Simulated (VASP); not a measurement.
Sr3Ca, 4 atoms in the cell. Symmetry: Fm-3m, No. 225, cubic system. Conventional cell: a = 9.524 Å, b = 9.524 Å, c = 9.524 Å, α = 90.00°, β = 90.00°, γ = 90.00°. Around Sr (site symmetry -43m) lie 4 Sr at 4.12 Å and 4 Ca at 4.12 Å. Sr (site symmetry m-3m) is surrounded by 8 Sr at 4.12 Å. Ca (site symmetry m-3m) is surrounded by 8 Sr at 4.12 Å. The cell comes from a database or a generator and needn't be the stable form of this composition.

- Program: VASP 6.6.1
- Task: single point
- Functional: r2SCAN
- Potentials or basis: VASP PAW PBE potentials, release 64 (Sr_sv, Ca_sv)
- Cutoff: 520 eV
- k mesh: 4 × 4 × 4
- Occupations: fermi-dirac, width 0.1 eV
- Spin: no spin polarisation
- Dipole correction: no
- Further INCAR settings: ALGO = Normal; EDIFF = 1e-06; NBANDS = 28

Potentials or basis: VASP PAW PBE potentials, release 64 (Sr_sv, Ca_sv).

The run is started by

```sh
$ cat potpaw_PBE.64/Sr_sv/POTCAR potpaw_PBE.64/Ca_sv/POTCAR > POTCAR
$ cp INCAR.step1 INCAR
$ mpirun -np 1 vasp_std > vasp.out
$ cp INCAR.step2 INCAR
$ mpirun -np 1 vasp_std > vasp.out
```

Hardware: 1 thread of Intel(R) Xeon(R) Platinum 8488C (Sapphire Rapids), with other jobs on the host.

Task: Estimate the wall time of this run.

Result: Run time: 4 min on 1 thread of Intel(R) Xeon(R) Platinum 8488C (Sapphire Rapids) (shared host), peak memory 0.4 GiB. Counts: scf iterations 11, k points 8.
